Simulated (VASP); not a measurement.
Wanted: the native input for a VASP 6.6.1 run.

- Task: single point
- Functional: LDA
- Potentials or basis: VASP PAW LDA potentials, release 64 (K_sv, Cs_sv, Y_sv, I)
- Cutoff: 520 eV
- k mesh: 2 × 2 × 2
- Occupations: gaussian, width 0.01 eV
- Spin: no spin polarisation
- Dipole correction: no
- Further INCAR settings: ALGO = Normal; EDIFF = 1e-06; NBANDS = 51

The structure of Cs2KYI6 lies in POSCAR:

```
Cs2KYI6
1.0
    9.0659250000      0.0000000000      0.0000000000
    4.5329625000      7.8513213588      0.0000000000
    4.5329625000      2.6171071196      7.4022967654
K Cs Y I
1 2 1 6
Direct
    0.5000000000      0.5000000000      0.5000000000
    0.7500000000      0.7500000000      0.7500000000
    0.2500000000      0.2500000000      0.2500000000
    0.0000000000      0.0000000000      0.0000000000
    0.7639680000      0.2360320000      0.2360320000
    0.2360320000      0.2360320000      0.7639680000
    0.2360320000      0.7639680000      0.7639680000
    0.2360320000      0.7639680000      0.2360320000
    0.7639680000      0.2360320000      0.7639680000
    0.7639680000      0.7639680000      0.2360320000
```

The cell comes from a database or a generator and needn't be the stable form of this composition.

The input as run:

INCAR

```
  PREC = Accurate
  ENCUT = 520
  EDIFF = 1E-6
  ISMEAR = 0
  SIGMA = 0.01
  LREAL = F
  LASPH = T
  NELM = 100
  ALGO = Normal
  ISIF = 2
  LWAVE = F
  LCHARG = F
  GGA = CA
  NBANDS = 51
```

KPOINTS

```
Automatic mesh
0
Gamma
  2 2 2
```

Potentials or basis: VASP PAW LDA potentials, release 64 (K_sv, Cs_sv, Y_sv, I).

Command:

```sh
$ cat potpaw_LDA.64/K_sv/POTCAR potpaw_LDA.64/Cs_sv/POTCAR potpaw_LDA.64/Y_sv/POTCAR potpaw_LDA.64/I/POTCAR > POTCAR
$ mpirun -np 1 vasp_std > vasp.out
```

Results of the run:

- Pressure: -1.7 GPa
- Largest force: 0.184 eV/Å
- Band gap on the k mesh: 3.14 eV, direct

Caveat: the k mesh is coarse (spacing up to 0.42 Å⁻¹), so the values aren't converged; spin-orbit coupling is left out, which moves the levels of the heavy elements.

Run time: 2.9 min on 1 thread of Intel(R) Xeon(R) Platinum 8375C CPU @ 2.90GHz (Ice Lake) (shared host), peak memory 0.54 GiB.
